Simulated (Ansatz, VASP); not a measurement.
**One calculation of LiZr3N2, two programs**

File INCAR:

```
PREC = Accurate
ENCUT = 520
EDIFF = 1E-6
ISMEAR = 0
SIGMA = 0.1
LREAL = False
LASPH = True
NELM = 60
ALGO = Normal
ISIF = 2
LWAVE = False
LCHARG = False
GGA = PE
NBANDS = 34
```

File KPOINTS:

```
Automatic mesh
0
Gamma
  6 6 4
```

File POSCAR:

```
LiZr3N2
1.0
    4.6390269000      0.0000000000      0.0000000000
   -2.3195134500      4.0175151400      0.0000000000
    0.0000000000      0.0000000000      5.3324036200
Li Zr N
1 3 2
Direct
    0.0000000000      0.0000000000      0.0000000000
    0.5000000000      0.0000000000      0.5000000000
    0.0000000000      0.5000000000      0.5000000000
    0.5000000000      0.5000000000      0.5000000000
    0.0000000000      0.0000000000      0.7110241900
    0.0000000000      0.0000000000      0.2889758100
```

Input for Ansatz:

```yaml
crystal:
  lattice:
    - [4.6390269, 0.0, 0.0]
    - [-2.31951345, 4.01751514, 0.0]
    - [0.0, 0.0, 5.33240362]
  atoms:
    - { symbol: Li, position: [0.0, 0.0, 0.0] }
    - { symbol: Zr, position: [0.5, 0.0, 0.5] }
    - { symbol: Zr, position: [0.0, 0.5, 0.5] }
    - { symbol: Zr, position: [0.5, 0.5, 0.5] }
    - { symbol: "N", position: [0.0, 0.0, 0.71102419] }
    - { symbol: "N", position: [0.0, 0.0, 0.28897581] }
basis:
  ecutwfc: 420
kpoints:
  mp_grid: { grid: [6, 6, 4] }
hamiltonian:
  xc: pbe
scf:
  occupations: { method: gaussian, width: 0.1 }
  lower_state_search: "off"
output:
  forces: true
  stress: true
  eigenvalues: true
```

Alike in both runs: task single point; functional PBE; k mesh 6 × 6 × 4; occupations gaussian, width 0.1 eV; no spin polarisation.

|  | VASP | Ansatz |
| --- | --- | --- |
| version | VASP 6.6.1 | Ansatz 0.2.0 |
| potentials or method | VASP PAW PBE potentials, release 64 (Li_sv, Zr_sv, N) | scalar-relativistic, plane waves, PAW |
| plane-wave cutoff (eV) | 520 | 420 |
| valence electrons in the cell | 49 | 49 |

|  | VASP | Ansatz | Ansatz less VASP |
| --- | --- | --- | --- |
| gap on the k mesh at the Fermi level (eV) | none | none | - |
| rms of the force components (eV/Å) | 1.662 | 1.595 | -0.0670 |

Atom by atom the forces differ by 0.067 eV/Å (rms over components). A gap of «none» marks a metal or a gap that the smearing closes.

Caveats: forces of over 1 eV/Å show positions far from the minimum, so gaps and moduli don't describe the material at rest.
